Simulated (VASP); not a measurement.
# KP6Ir (R-3) in VASP: single point with r2SCAN

Aim: the single point of KP6Ir with r2SCAN.

All numbers are computed with VASP 6.6.1; they aren't measurements. Logs are shortened: lines on timing, memory, paths and dates and some standing lists are left out, and cuts for length are marked.

### 1 The crystal as given

It takes space group R-3 (No. 148, trigonal). The conventional cell has a = 8.989 Å, b = 8.989 Å, c = 5.713 Å, α = 90.00°, β = 90.00°, γ = 120.00°. Ir (site symmetry -3) is surrounded by 6 P at 2.48 Å. P (site symmetry 1) is surrounded by 3 P at 2.43 to 2.52 Å and 1 Ir at 2.48 Å. K (site symmetry -3) has 2 Ir at 2.86 Å and 12 P at 2.96 to 3.12 Å as nearest neighbours.

The cell was built by a generator and needn't be a form met in nature.

### 2 Single point, r2SCAN

The input, POSCAR:

```
KP6Ir
1.0
    5.4467620067     -0.6192712539     -0.7150597424
   -1.2951890592      5.3266494694     -0.7150625211
   -1.2951890592     -1.4685844799      5.1698905796
Ir P K
1 6 1
Direct
    0.0000000000      0.0000000000      0.0000000000
    0.6084386497      0.7724290074      0.1070063414
    0.1070063414      0.6084386497      0.7724290074
    0.7724290074      0.1070063414      0.6084386497
    0.3915613503      0.2275709926      0.8929936586
    0.8929936586      0.3915613503      0.2275709926
    0.2275709926      0.8929936586      0.3915613503
    0.5000000000      0.5000000000      0.5000000000
```

The input, INCAR.step1:

```
ALGO = Normal
EDIFF = 1E-4
ENCUT = 520
GGA = PE
ISMEAR = -1
LASPH = T
LCHARG = F
LREAL = F
LWAVE = T
NBANDS = 34
NELM = 80
PREC = Accurate
SIGMA = 0.1
```

The input, INCAR.step2:

```
ALGO = Normal
EDIFF = 1E-6
ENCUT = 520
ISIF = 2
ISMEAR = -1
ISTART = 1
LASPH = T
LCHARG = F
LMIXTAU = T
LREAL = F
LWAVE = F
METAGGA = R2SCAN
NBANDS = 34
NELM = 80
PREC = Accurate
SIGMA = 0.1
```

The input, KPOINTS:

```
k-points
0
Gamma
  4 4 4
```

Potentials or basis: VASP PAW PBE potentials, release 64 (Ir, P, K_sv).

Started as:

```console
> cat potpaw_PBE.64/Ir/POTCAR potpaw_PBE.64/P/POTCAR potpaw_PBE.64/K_sv/POTCAR > POTCAR
> cp INCAR.step1 INCAR
> mpirun -np 1 vasp_std > vasp.out
> cp INCAR.step2 INCAR
> mpirun -np 1 vasp_std > vasp.out
```

OUTCAR:

```text
EDIFF = 1E-6
   ENCUT = 520
   ISIF = 2
   ISMEAR = -1
   ISTART = 1
   LASPH = T
   LREAL = F
   METAGGA = R2SCAN
   NELM = 80
   PREC = Accurate

 ion  position               nearest neighbor table
   1  0.000  0.000  0.000-   3 2.48   6 2.48   5 2.48   2 2.48   4 2.48   7 2.48   8 2.86   8 2.86

   2  0.608  0.772  0.107-   4 2.43   3 2.43   1 2.48   5 2.52   8 2.96   8 3.12
   3  0.107  0.608  0.772-   4 2.43   2 2.43   1 2.48   6 2.52   8 2.96   8 3.12
   4  0.772  0.107  0.608-   3 2.43   2 2.43   1 2.48   7 2.52   8 2.96   8 3.12
   5  0.392  0.228  0.893-   7 2.43   6 2.43   1 2.48   2 2.52   8 2.96   8 3.12
   6  0.893  0.392  0.228-   7 2.43   5 2.43   1 2.48   3 2.52   8 2.96   8 3.12
   7  0.228  0.893  0.392-   6 2.43   5 2.43   1 2.48   4 2.52   8 2.96   8 3.12
   8  0.500  0.500  0.500-   1 2.86   1 2.86   7 2.96   4 2.96   2 2.96   5 2.96   6 2.96   3 2.96
                             4 3.12   7 3.12   6 3.12   3 3.12   2 3.12   5 3.12

  LATTYP: Found a trigonal (rhomboedric) cell.
 ALAT       =     5.5282930167
 COS(alpha) =    -0.3220308687

  Lattice vectors:

 A1 = (   5.4467620067,  -0.6192712539,  -0.7150597424)
 A2 = (  -1.2951890592,   5.3266494694,  -0.7150625211)
 A3 = (  -1.2951890592,  -1.4685844799,   5.1698905796)

Analysis of symmetry for initial positions (statically):
=====================================================================
 Subroutine PRICEL returns:
 Original cell was already a primitive cell.

 Routine SETGRP: Setting up the symmetry group for a
 trigonal (rhombohedral) supercell.

 Subroutine GETGRP returns: Found  6 space group operations
 (whereof  6 operations were pure point group operations)
 out of a pool of 12 trial point group operations.

The static configuration has the point symmetry S_6 .

Analysis of symmetry for dynamics (positions and initial velocities):
=====================================================================
 Subroutine PRICEL returns:
 Original cell was already a primitive cell.

 Routine SETGRP: Setting up the symmetry group for a
 trigonal (rhombohedral) supercell.

 Subroutine GETGRP returns: Found  6 space group operations
 (whereof  6 operations were pure point group operations)
 out of a pool of 12 trial point group operations.

The dynamic configuration has the point symmetry S_6 .

 Subroutine INISYM returns: Found  6 space group operations
 (whereof  6 operations are pure point group operations),
 and found     1 'primitive' translations

----------------------------------------------------------------------------------------

                                     Primitive cell

  volume of cell :     133.2607

  direct lattice vectors                    reciprocal lattice vectors
     5.446762007 -0.619271254 -0.715059742     0.198768766  0.057197109  0.066044322
    -1.295189059  5.326649469 -0.715062521     0.031905057  0.204359017  0.066044253
    -1.295189059 -1.468584480  5.169890580     0.031905057  0.036176554  0.211697209

  length of vectors
     5.528293017  5.528293017  5.528293017     0.217122970  0.217122970  0.217122970

  position of ions in fractional coordinates (direct lattice)
     0.000000000  0.000000000  0.000000000
     0.608438650  0.772429007  0.107006341
     0.107006341  0.608438650  0.772429007
     0.772429007  0.107006341  0.608438650
     0.391561350  0.227570993  0.892993659
     0.892993659  0.391561350  0.227570993
     0.227570993  0.892993659  0.391561350
     0.500000000  0.500000000  0.500000000

  ion indices of the primitive-cell ions
   primitive index   ion index
                 1           1
                 2           2
                 3           3
                 4           4
                 5           5
                 6           6
                 7           7
                 8           8

----------------------------------------------------------------------------------------

 KPOINTS: k-points

Automatic generation of k-mesh.
 Grid dimensions read from file:
 generate k-points for:    4    4    4

 Generating k-lattice:

  Cartesian coordinates                     Fractional coordinates (reciprocal lattice)
     0.049692191  0.014299277  0.016511080     0.250000000 -0.000000000  0.000000000
     0.007976264  0.051089754  0.016511063     0.000000000  0.250000000  0.000000000
     0.007976264  0.009044138  0.052924302     0.000000000 -0.000000000  0.250000000

  Length of vectors
     0.054280742  0.054280742  0.054280742

  Shift w.r.t. Gamma in fractional coordinates (k-lattice)
     0.000000000  0.000000000  0.000000000

 Subroutine IBZKPT returns following result:
 ===========================================

 Found     14 irreducible k-points:

 Following reciprocal coordinates:
            Coordinates               Weight
  0.000000  0.000000  0.000000      1.000000
  0.250000  0.000000  0.000000      6.000000
  0.500000  0.000000  0.000000      3.000000
  0.250000  0.250000  0.000000      6.000000
  0.500000  0.250000  0.000000      6.000000
  0.500000 -0.000000 -0.250000      6.000000
 -0.250000  0.250000  0.000000      6.000000
  0.500000  0.500000  0.000000      3.000000
  0.250000  0.250000  0.250000      2.000000
  0.500000  0.250000  0.250000      6.000000
 -0.250000  0.250000  0.250000      6.000000
  0.500000  0.500000  0.250000      6.000000
 -0.250000  0.500000  0.250000      6.000000
  0.500000  0.500000  0.500000      1.000000
   k-points           NKPTS =     14   k-points in BZ     NKDIM =     14   number of bands    NBANDS=     34
   number of dos      NEDOS =    301   number of ions     NIONS =      8
   total plane-waves  NPLWV =  74088
   dimension x,y,z NGX =    42 NGY =   42 NGZ =   42
   dimension x,y,z NGXF=    84 NGYF=   84 NGZF=   84
   ions per type =               1   6   1
   NGX,Y,Z   is equivalent  to a cutoff of  12.63, 12.63, 12.63 a.u.
   NGXF,Y,Z  is equivalent  to a cutoff of  25.26, 25.26, 25.26 a.u.
 SYSTEM =  unknown system
   PREC   = accura    normal or accurate (medium, high low for compatibility)
   ISTART =      1    job   : 0-new  1-cont  2-samecut
   ICHARG =      0    charge: 1-file 2-atom 10-const
   ISPIN  =      1    spin polarized calculation?
   LNONCOLLINEAR =      F non collinear calculations
   LSORBIT =      F    spin-orbit coupling
   LASPH  =      T    aspherical Exc in radial PAW
   ENCUT  =  520.0 eV  38.22 Ry    6.18 a.u.  10.28 10.28 10.28*2*pi/ulx,y,z
   NELM   =     80;   NELMIN=  2; NELMDL=  0     # of ELM steps
   EDIFF  = 0.1E-05   stopping-criterion for ELM
   LREAL  =      F    real-space projection
   EDIFFG = 0.1E-04   stopping-criterion for IOM
   NSW    =      0    number of steps for IOM
   IBRION =     -1    ionic relax: 0-MD 1-quasi-New 2-CG
   NFREE  =      0    steps in history (QN), initial steepest desc. (CG)
   ISIF   =      2    stress and relaxation
   ISYM   =      2    0-nonsym 1-usesym 2-fastsym
   POTIM  = 0.5000    time-step for ionic-motion
   TEBEG  =    0.0;   TEEND  =   0.0 temperature during run
   PSTRESS=    0.0 pullay stress
   NELECT =      48.0000    total number of electrons
   NUPDOWN=      -1.0000    fix difference up-down
   EMIN   =  10.00;   EMAX   =-10.00  energy-range for DOS
   EFERMI =   0.00;   METHOD = LEGACY
   ISMEAR =    -1;   SIGMA  =   0.10  broadening in eV -4-tet -1-fermi 0-gaus
   EFERMI_NEDOS =   21; number of points for ismear=-14 and -15
   IALGO  =     38    algorithm
   IMIX   =      4    mixing-type and parameters
     AMIX     =   0.40;   BMIX     =  1.00
     AMIX_MAG =   1.60;   BMIX_MAG =  1.00
  volume/ion in A,a.u.               =      16.66       112.41
  Fermi-wavevector in a.u.,A,eV,Ry     =   1.164809  2.201169 18.460098  1.356779
  Thomas-Fermi vector in A             =   2.301342
   LORBIT       =      0    0 simple, 1 ext, 2 COOP (PROOUT), +10 PAW based schemes
   METAGGA = R2SCAN    functional components
   LHFCALC =     F    Hartree Fock is set to
   AEXX    =    0.0000 exact exchange contribution
   IVDW    =     0    specifies the selected vdW correction
   LEPSILON=     F    determine dielectric tensor
   LRPA    =     F    only Hartree local field effects (RPA)
 non-spin polarized calculation
  energy-cutoff  :      520.00
  volume of cell :      133.26
 maximum number of plane-waves:      3600
 NGX is ok and might be reduce to    42
   NGX = 21   NGY = 21   NGZ = 21

 number of electron      48.0000001 magnetization

 Free energy of the ion-electron system (eV)
  ---------------------------------------------------
  ext. energy  EPLUGINS =         0.00000000
  ---------------------------------------------------
  free energy    TOTEN  =      -111.26372311 eV

  energy without entropy =     -111.20489709  energy(sigma->0) =     -111.23431010

 E-fermi :   7.3258     XC(G=0): -11.5651

 val. band max:        7.3028951086   @ k =   0.5000  -0.0000  -0.2500
 cond. band min:       7.3301622167   @ k =   0.5000   0.5000   0.0000
 fundamental gap:      0.0272671081
 Fermi energy:         7.3257585272

 k-point     1 :       0.0000    0.0000    0.0000
  band No.  band energies     occupation
      1     -23.7805      2.00000
      2      -7.9904      2.00000
      3      -6.8889      2.00000
      4      -6.8358      2.00000
      5      -6.8358      2.00000
      6      -3.7013      2.00000
[... 26 lines left out ...]
     33      12.3483      0.00000
     34      14.2377      0.00000

 k-point     2 :       0.2500    0.0000    0.0000
  band No.  band energies     occupation
      1     -23.7777      2.00000
      2      -7.8036      2.00000
      3      -6.9297      2.00000
      4      -6.8417      2.00000
      5      -6.7444      2.00000
      6      -4.7096      2.00000
[... 26 lines left out ...]
     33      12.2021      0.00000
     34      13.4284      0.00000
[... 405 lines left out ...]
     33      11.7379      0.00000
     34      12.1991      0.00000

 k-point    14 :       0.5000    0.5000    0.5000
  band No.  band energies     occupation
      1     -23.7733      2.00000
      2      -7.3713      2.00000
      3      -7.3713      2.00000
      4      -7.1095      2.00000
      5      -5.1246      2.00000
      6      -5.1246      2.00000
[... 26 lines left out ...]
     33      11.5106      0.00000
     34      11.9294      0.00000

------------------------ aborting loop because EDIFF is reached ----------------------------------------

  FORCE on cell =-STRESS in cart. coord.  units (eV):
  Direction    XX          YY          ZZ          XY          YZ          ZX
  --------------------------------------------------------------------------------------
  -------------------------------------------------------------------------------------
  Total        0.0987298      0.0952646      0.0900671     -0.0137535     -0.0180071     -0.0158809
  in kB        1.1870170      1.1453550      1.0828656     -0.1653569     -0.2164967     -0.1909344
  external PRESSURE =       1.1384125 kB  Pullay stress =       0.0000000 kB

 VOLUME and BASIS-vectors are now :
 -----------------------------------------------------------------------------
  energy-cutoff  :      520.00
  volume of cell :      133.26
      direct lattice vectors                 reciprocal lattice vectors
     5.446762007 -0.619271254 -0.715059742     0.198768766  0.057197109  0.066044322
    -1.295189059  5.326649469 -0.715062521     0.031905057  0.204359017  0.066044253
    -1.295189059 -1.468584480  5.169890580     0.031905057  0.036176554  0.211697209

 POSITION                                       TOTAL-FORCE (eV/Angst)
 -----------------------------------------------------------------------------------
      0.00000      0.00000      0.00000        -0.000000     -0.000000      0.000000
      2.17499      3.58052     -0.43419        -0.032531     -0.003287      0.015201
     -1.20565      2.04030      3.48179         0.019459     -0.030337     -0.001082
      3.28060     -0.80190      2.51671         0.000805      0.019714     -0.030180
      0.68140     -0.34173      4.17396         0.032531      0.003287     -0.015201
      4.06203      1.19850      0.25798        -0.019459      0.030337      0.001082
     -0.42422      4.04070      1.22306        -0.000805     -0.019714      0.030180
      1.42819      1.61940      1.86988        -0.000000     -0.000000      0.000000
 -----------------------------------------------------------------------------------
    total drift:                               -0.000000     -0.000000     -0.000000

  FREE ENERGIE OF THE ION-ELECTRON SYSTEM (eV)
  ---------------------------------------------------
  free  energy   TOTEN  =      -111.2637231100 eV

  energy  without entropy=     -111.2048970863  energy(sigma->0) =     -111.23431010
```

Wall time 4.2 min (1 thread of Intel Xeon Platinum 8559C (Emerald Rapids), shared host); peak memory 0.31 GiB.

What came out:

* Free energy: -111.2637 eV
* Pressure: 0.1 GPa
* Largest force: 0.036 eV/Å
* Band gap on the k mesh: none (metal or under the smearing width)

Forces on the atoms (eV/Å):
```
Ir   0.000  0.000  0.000
P   -0.033 -0.003  0.015
P    0.019 -0.030 -0.001
P    0.001  0.020 -0.030
P    0.033  0.003 -0.015
P   -0.019  0.030  0.001
P   -0.001 -0.020  0.030
K    0.000  0.000  0.000
```

Caveat: the PAW data sets were made with another functional, which shifts forces and pressure a little.
